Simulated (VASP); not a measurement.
All values below come from SCAN meta-GGA, VASP's PBE PAW potentials (set 64) (plane waves; VASP 6.6.1).

The input files of a VASP run:

### POSCAR
```
CeO2
1
    0.0000000000     2.7102907631     2.7102907631
    2.7102907631     0.0000000000     2.7102907631
    2.7102907631     2.7102907631     0.0000000000
Ce O
1 2
Direct
  0.0000000000   0.0000000000   0.0000000000
  0.2500000000   0.2500000000   0.2500000000
  0.7500000000   0.7500000000   0.7500000000
```

KPOINTS:
```
kpoints
0
gamma
8 8 8
0 0 0
```

KPOINTS_OPT:
```
k-points along high-symmetry lines
10
Line-mode
Reciprocal
  0.000000   0.000000   0.000000 ! GAMMA
  0.500000   0.000000   0.500000 ! X

  0.500000   0.000000   0.500000 ! X
  0.625000   0.250000   0.625000 ! U

  0.375000   0.375000   0.750000 ! K
  0.000000   0.000000   0.000000 ! GAMMA

  0.000000   0.000000   0.000000 ! GAMMA
  0.500000   0.500000   0.500000 ! L

  0.500000   0.500000   0.500000 ! L
  0.500000   0.250000   0.750000 ! W

  0.500000   0.250000   0.750000 ! W
  0.500000   0.000000   0.500000 ! X
```

INCAR:
```
# general
SYSTEM   =  CeO2
PREC     =  Accurate
ENCUT    =  520   # plane-wave cut-off (eV)
LREAL    =  .False.   # projection in real space or not
LASPH    =  .True.   # aspherical one-centre terms

# electronic loop
EDIFF    =  1E-7
NELM     =  100
ALGO     =  Normal
LMAXMIX  =  6
LMIXTAU  =  .True.

# smearing
ISMEAR   =  -5   # tetrahedra, Bloechl

# functional
METAGGA  =  SCAN

# ions
ISIF     =  2   # forces and stress, cell fixed

# output
LWAVE    =  .False.
LCHARG   =  .False.
LORBIT   =  11   # lm-projected
NEDOS    =  601   # DOS grid

# other
LEFG     =  .True.
```

POTCAR, in this order: Ce O (PBE.64 set). Program: vasp_std.

Output of the run:

### OSZICAR
```
       N       E                     dE             d eps       ncg     rms          rms(c)
DAV:   1     0.194879841948E+03    0.19488E+03   -0.11872E+04   936   0.205E+03
DAV:   2    -0.447360619576E+02   -0.23962E+03   -0.22983E+03  1400   0.328E+02
DAV:   3    -0.806032269279E+02   -0.35867E+02   -0.35258E+02  1160   0.153E+02
DAV:   4    -0.823251437382E+02   -0.17219E+01   -0.17216E+01  1560   0.348E+01
DAV:   5    -0.823813871807E+02   -0.56243E-01   -0.56241E-01  1432   0.598E+00    0.314E+01
DAV:   6    -0.685501605116E+02    0.13831E+02   -0.46604E+01  1368   0.520E+01    0.112E+01
DAV:   7    -0.686834377689E+02   -0.13328E+00   -0.19681E+01  1376   0.495E+01    0.157E+01
DAV:   8    -0.688727377475E+02   -0.18930E+00   -0.11156E+01  1424   0.303E+01    0.935E+00
DAV:   9    -0.684238285248E+02    0.44891E+00   -0.10654E+01  1456   0.343E+01    0.359E+00
DAV:  10    -0.684327285039E+02   -0.89000E-02   -0.59804E-01  1368   0.857E+00    0.447E-01
DAV:  11    -0.684463846398E+02   -0.13656E-01   -0.81046E-02  1208   0.293E+00    0.215E-01
DAV:  12    -0.684370942319E+02    0.92904E-02   -0.61235E-02  1240   0.300E+00    0.102E+00
DAV:  13    -0.684610738574E+02   -0.23980E-01   -0.40217E-02  1184   0.245E+00    0.348E-01
DAV:  14    -0.684653533857E+02   -0.42795E-02   -0.46664E-03  1176   0.884E-01    0.147E-01
DAV:  15    -0.684651748526E+02    0.17853E-03   -0.46707E-04  1696   0.184E-01    0.978E-02
DAV:  16    -0.684652292448E+02   -0.54392E-04   -0.17847E-04  1376   0.129E-01    0.853E-02
DAV:  17    -0.684652040755E+02    0.25169E-04   -0.42975E-04  1448   0.234E-01    0.135E-02
DAV:  18    -0.684652072475E+02   -0.31720E-05   -0.32263E-05  1504   0.600E-02    0.783E-03
DAV:  19    -0.684652087114E+02   -0.14639E-05   -0.10331E-06  1200   0.812E-03    0.772E-03
DAV:  20    -0.684652074595E+02    0.12519E-05   -0.13171E-06  1728   0.106E-02    0.653E-03
DAV:  21    -0.684652088451E+02   -0.13855E-05   -0.11317E-06  1552   0.105E-02    0.697E-03
DAV:  22    -0.684652162216E+02   -0.73765E-05   -0.75825E-06  1640   0.266E-02    0.656E-03
DAV:  23    -0.684652106542E+02    0.55674E-05   -0.26346E-06  1712   0.153E-02    0.416E-03
DAV:  24    -0.684652104515E+02    0.20263E-06   -0.13201E-07   648   0.457E-03    0.159E-03
DAV:  25    -0.684652100354E+02    0.41610E-06   -0.13551E-07   816   0.306E-03    0.210E-03
DAV:  26    -0.684652099039E+02    0.13153E-06   -0.19956E-07   840   0.400E-03    0.704E-04
DAV:  27    -0.684652101462E+02   -0.24234E-06   -0.44015E-08   568   0.197E-03    0.735E-04
DAV:  28    -0.684652102518E+02   -0.10560E-06   -0.10627E-08   552   0.120E-03    0.375E-04
DAV:  29    -0.684652103701E+02   -0.11831E-06   -0.89332E-09   544   0.111E-03    0.176E-04
DAV:  30    -0.684652103784E+02   -0.82969E-08   -0.38610E-09   528   0.779E-04
   1 F= -.68465210E+02 E0= -.68465210E+02  d E =0.000000E+00
       N       E                     dE             ncg
       N       E                     dE             ncg
       N       E                     dE             ncg
```

OUTCAR:
```
------------------------ aborting loop because EDIFF is reached ----------------------------------------
  FORCE on cell =-STRESS in cart. coord.  units (eV):
  Direction    XX          YY          ZZ          XY          YZ          ZX
  --------------------------------------------------------------------------------------
  Total        0.0223268      0.0223268      0.0223268      0.0000000     -0.0000000      0.0000000
  in kB        0.8983787      0.8983787      0.8983787      0.0000000     -0.0000000      0.0000000
  external PRESSURE =       0.8983787 kB  Pullay stress =       0.0000000 kB
  volume of cell :       39.82
      direct lattice vectors                 reciprocal lattice vectors
     0.000000000  2.710290763  2.710290763    -0.184482051  0.184482051  0.184482051
     2.710290763  0.000000000  2.710290763     0.184482051 -0.184482051  0.184482051
     2.710290763  2.710290763  0.000000000     0.184482051  0.184482051 -0.184482051
 POSITION                                       TOTAL-FORCE (eV/Angst)
 -----------------------------------------------------------------------------------
      0.00000      0.00000      0.00000        -0.000000     -0.000000     -0.000000
      1.35515      1.35515      1.35515         0.000000      0.000000      0.000000
      4.06544      4.06544      4.06544        -0.000000     -0.000000     -0.000000
 -----------------------------------------------------------------------------------
    total drift:                                0.000000     -0.000000      0.000000
  FREE ENERGIE OF THE ION-ELECTRON SYSTEM (eV)
  ---------------------------------------------------
  free  energy   TOTEN  =       -68.4652103784 eV

  energy  without entropy=      -68.4652103784  energy(sigma->0) =      -68.46521038

 total charge

# of ion       s       p       d       f       tot
--------------------------------------------------
    1        2.107   5.820   0.868   0.890   9.685
    2        1.585   3.474   0.000   0.000   5.059
    3        1.585   3.474   0.000   0.000   5.059
--------------------------------------------------
tot          5.277  12.767   0.868   0.890  19.802
```
(Selected blocks of OUTCAR.)

The compound is CeO2 in the fluorite structure. It was relaxed first. The run is not spin-polarised, so no magnetic state was tried.
